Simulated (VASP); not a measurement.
Given:

```xyz
2
Lattice="0.0000 3.2100 3.2100 3.2100 0.0000 3.2100 3.2100 3.2100 0.0000" Properties=species:S:1:pos:R:3 pbc="T T T"
Mg     0.0000     0.0000     0.0000
Te     1.6050     1.6050     1.6050
```

The numbers are results of G0W0 on PBE orbitals, VASP's PBE PAW potentials (set 64) (plane waves; VASP 6.6.1), not measurements. Numerical set-up: PREC = Normal, 500 eV cut-off, 4×4×4 Γ-centred mesh, Gaussian smearing of 0.010 eV, potentials Mg_sv_GW Te_GW.

The mesh is coarse and the basis finite, so the quasiparticle values are not converged.

NBANDS = 64, ENCUTGW = 150 eV, NOMEGA = 64. The PBE levels (eV) that the step starts from are:

```json
[
 {"state": "k1 (0.00, 0.00, 0.00), band 5", "KS energy": "-8.05", "filling": "2"},
 {"state": "k1 (0.00, 0.00, 0.00), band 6", "KS energy": "2.20", "filling": "2"},
 {"state": "k1 (0.00, 0.00, 0.00), band 7", "KS energy": "2.20", "filling": "2"},
 {"state": "k1 (0.00, 0.00, 0.00), band 8", "KS energy": "2.20", "filling": "2"},
 {"state": "k1 (0.00, 0.00, 0.00), band 9", "KS energy": "4.70", "filling": "0"},
 {"state": "k1 (0.00, 0.00, 0.00), band 10", "KS energy": "7.68", "filling": "0"},
 {"state": "k1 (0.00, 0.00, 0.00), band 11", "KS energy": "7.68", "filling": "0"},
 {"state": "k1 (0.00, 0.00, 0.00), band 12", "KS energy": "7.68", "filling": "0"},
 {"state": "k6 (-0.25, 0.25, 0.00), band 5", "KS energy": "-7.44", "filling": "2"},
 {"state": "k6 (-0.25, 0.25, 0.00), band 6", "KS energy": "-0.45", "filling": "2"},
 {"state": "k6 (-0.25, 0.25, 0.00), band 7", "KS energy": "0.61", "filling": "2"},
 {"state": "k6 (-0.25, 0.25, 0.00), band 8", "KS energy": "1.75", "filling": "2"},
 {"state": "k6 (-0.25, 0.25, 0.00), band 9", "KS energy": "6.54", "filling": "0"},
 {"state": "k6 (-0.25, 0.25, 0.00), band 10", "KS energy": "7.98", "filling": "0"},
 {"state": "k6 (-0.25, 0.25, 0.00), band 11", "KS energy": "8.36", "filling": "0"},
 {"state": "k6 (-0.25, 0.25, 0.00), band 12", "KS energy": "8.67", "filling": "0"},
 {"state": "k7 (0.50, 0.50, 0.00), band 5", "KS energy": "-7.22", "filling": "2"},
 {"state": "k7 (0.50, 0.50, 0.00), band 6", "KS energy": "-0.91", "filling": "2"},
 {"state": "k7 (0.50, 0.50, 0.00), band 7", "KS energy": "0.99", "filling": "2"},
 {"state": "k7 (0.50, 0.50, 0.00), band 8", "KS energy": "0.99", "filling": "2"},
 {"state": "k7 (0.50, 0.50, 0.00), band 9", "KS energy": "5.01", "filling": "0"},
 {"state": "k7 (0.50, 0.50, 0.00), band 10", "KS energy": "5.73", "filling": "0"},
 {"state": "k7 (0.50, 0.50, 0.00), band 11", "KS energy": "11.93", "filling": "0"},
 {"state": "k7 (0.50, 0.50, 0.00), band 12", "KS energy": "11.93", "filling": "0"}
]
```

### Question
Give the quasiparticle energies and renormalisation factors Z.

### Answer

```
state                            QP energy (eV)     Z
-------------------------------  --------------  ----
k1 (0.00, 0.00, 0.00), band 5             -8.84  0.72
k1 (0.00, 0.00, 0.00), band 6              1.53  0.77
k1 (0.00, 0.00, 0.00), band 7              1.53  0.77
k1 (0.00, 0.00, 0.00), band 8              1.53  0.77
k1 (0.00, 0.00, 0.00), band 9              5.36  0.79
k1 (0.00, 0.00, 0.00), band 10             8.32  0.78
k1 (0.00, 0.00, 0.00), band 11             8.32  0.78
k1 (0.00, 0.00, 0.00), band 12             8.32  0.78
k6 (-0.25, 0.25, 0.00), band 5            -8.13  0.72
k6 (-0.25, 0.25, 0.00), band 6            -1.34  0.75
k6 (-0.25, 0.25, 0.00), band 7            -0.23  0.76
k6 (-0.25, 0.25, 0.00), band 8             1.03  0.77
k6 (-0.25, 0.25, 0.00), band 9             7.14  0.78
k6 (-0.25, 0.25, 0.00), band 10            8.51  0.78
k6 (-0.25, 0.25, 0.00), band 11            9.00  0.78
k6 (-0.25, 0.25, 0.00), band 12            9.28  0.77
k7 (0.50, 0.50, 0.00), band 5             -7.87  0.72
k7 (0.50, 0.50, 0.00), band 6             -1.86  0.75
k7 (0.50, 0.50, 0.00), band 7              0.18  0.76
k7 (0.50, 0.50, 0.00), band 8              0.18  0.76
k7 (0.50, 0.50, 0.00), band 9              5.31  0.79
k7 (0.50, 0.50, 0.00), band 10             6.24  0.79
k7 (0.50, 0.50, 0.00), band 11            12.62  0.76
k7 (0.50, 0.50, 0.00), band 12            12.62  0.76
```
On the mesh the gap opens from 2.50 to 3.78 eV.

The compound is MgTe in the zinc blende structure, whereas wurtzite is the usual form. The cell was not relaxed at this level. The k-mesh is coarse (spacing up to 0.42 per Å, 2π included), so the numbers may not be converged in it.
